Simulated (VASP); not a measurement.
Energy against volume of Sb (a7). Level of theory: PBE GGA with D3 dispersion (zero damping), VASP's PBE PAW potentials (set 64) (plane waves; VASP 6.6.1). Run with 520 eV cut-off, 7×7×7 Γ-centred mesh, Gaussian smearing of 0.050 eV, potentials Sb.

Shape and ions are relaxed at each volume.

| V (Å³/atom) | E (eV/atom) |
|---|---|
| 29.045 | -4.38826 |
| 29.972 | -4.40111 |
| 30.899 | -4.40492 |
| 31.826 | -4.40140 |

Problem. Fit these four points and predict the energy of the run at 32.753 Å³/atom.

Solution. A cubic in V^(−2/3), the third-order Birch-Murnaghan form, passes through the four points with V0 = 30.88 Å³/atom and B0 = 42 GPa, and gives -4.3919 eV/atom there. The run gave -4.3921 eV/atom, -0.1 meV/atom from the fit; all five points give B0 = 42 GPa.

The compound is Sb in the a7 structure. It was relaxed first.
